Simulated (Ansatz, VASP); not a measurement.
**Two plane-wave programs on Cd3SeS2**

The input INCAR:

```
PREC = Accurate ; ENCUT = 520
EDIFF = 1E-6 ; ISMEAR = 0
SIGMA = 0.1 ; LREAL = False
LASPH = True ; NELM = 100
ALGO = Normal ; ISIF = 2
LWAVE = False ; LCHARG = False
GGA = PE ; NBANDS = 36
```

The input KPOINTS:

```
Automatic mesh
0
Gamma
  4 4 2
```

The input POSCAR:

```
Cd3SeS2
1.0
    3.8287165800      0.0000000000      0.0000000000
    0.0000000000      3.8287165800      0.0000000000
    0.0000000000      0.0000000000     12.1236835100
Cd Se S
3 1 2
Direct
    0.5000000000      0.5000000000      0.1787200000
    0.5000000000      0.5000000000      0.5000000000
    0.5000000000      0.5000000000      0.8212800000
    0.0000000000      0.0000000000      0.0000000000
    0.0000000000      0.0000000000      0.3334420000
    0.0000000000      0.0000000000      0.6665580000
```

Input for Ansatz:

```yaml
crystal:
  lattice:
    - [3.82871658, 0.0, 0.0]
    - [0.0, 3.82871658, 0.0]
    - [0.0, 0.0, 12.12368351]
  atoms:
    - { symbol: Cd, position: [0.5, 0.5, 0.17872] }
    - { symbol: Cd, position: [0.5, 0.5, 0.5] }
    - { symbol: Cd, position: [0.5, 0.5, 0.82128] }
    - { symbol: Se, position: [0.0, 0.0, 0.0] }
    - { symbol: S, position: [0.0, 0.0, 0.333442] }
    - { symbol: S, position: [0.0, 0.0, 0.666558] }
basis:
  ecutwfc: 420
kpoints:
  mp_grid: { grid: [4, 4, 2] }
hamiltonian:
  xc: pbe
scf:
  occupations: { method: gaussian, width: 0.1 }
  lower_state_search: "off"
output:
  forces: true
  stress: true
  eigenvalues: true
```

Change from the starting cell: species swapped into the Pr3MgAl2 type (P4/mmm, No. 123).

Alike in both runs: task single point; functional PBE; k mesh 4 × 4 × 2; occupations gaussian, width 0.1 eV; no spin polarisation.

```csv
,VASP,Ansatz
version,VASP 6.6.1,Ansatz 0.2.0
potentials or method,"VASP PAW PBE potentials, release 64 (Cd, Se, S)","scalar-relativistic, plane waves, PAW"
plane-wave cutoff (eV),520,420
valence electrons in the cell,54,88
```

|  | VASP | Ansatz | Ansatz less VASP |
| --- | --- | --- | --- |
| gap on the k mesh at the Fermi level (eV) | none | none | - |
| pressure (GPa) | -9.5 | -9.6 | -0.05 |
| largest component of the traceless stress (GPa) | 0.37 | 0.38 | +0.014 |
| rms of the force components (eV/Å) | 0.120 | 0.122 | +0.0015 |

Atom by atom the forces differ by 0.002 eV/Å (rms over components). A gap of «none» marks a metal or a gap that the smearing closes. The two sets of potentials don't hold the same shells in valence.

Caveats: the k mesh is coarse (spacing up to 0.41 Å⁻¹), so the values aren't converged.
